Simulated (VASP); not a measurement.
```xyz
2
Lattice="4.6614 0.0000 0.0000 0.0000 4.6614 0.0000 0.0000 0.0000 4.6614" Properties=species:S:1:pos:R:3 pbc="T T T"
Cs     0.0000     0.0000     0.0000
I      2.3307     2.3307     2.3307
```
Cell charge -0.5.

Method: PBE GGA, VASP's PBE PAW potentials (set 64) (plane waves; VASP). Run with NELECT = 16.5, 400 eV cut-off, 5×5×5 Γ-centred mesh, Gaussian smearing of 0.050 eV, potentials Cs_sv I.

The cell is charged, with a uniform compensating background. Unless said otherwise, spin-orbit coupling is left out, though it shifts the bands of the heavy elements here.

### Question
Predict the energy per atom (σ→0), pressure, band gap (on the k-mesh) with the smallest direct gap where there is one.

### Answer

```yaml
band gap (on the k-mesh): none (metal, semimetal or under 0.01 eV)
energy per atom (σ→0): -1.533 eV/atom
pressure: 5.21 GPa
```

The absolute energy has meaning only against runs of the same code, potentials and settings.

The compound is CsI in the CsCl type structure. The cell was not relaxed at this level. The run is one of a series of settings (NELECT = 16.5 against the base run), some of them coarse on purpose.
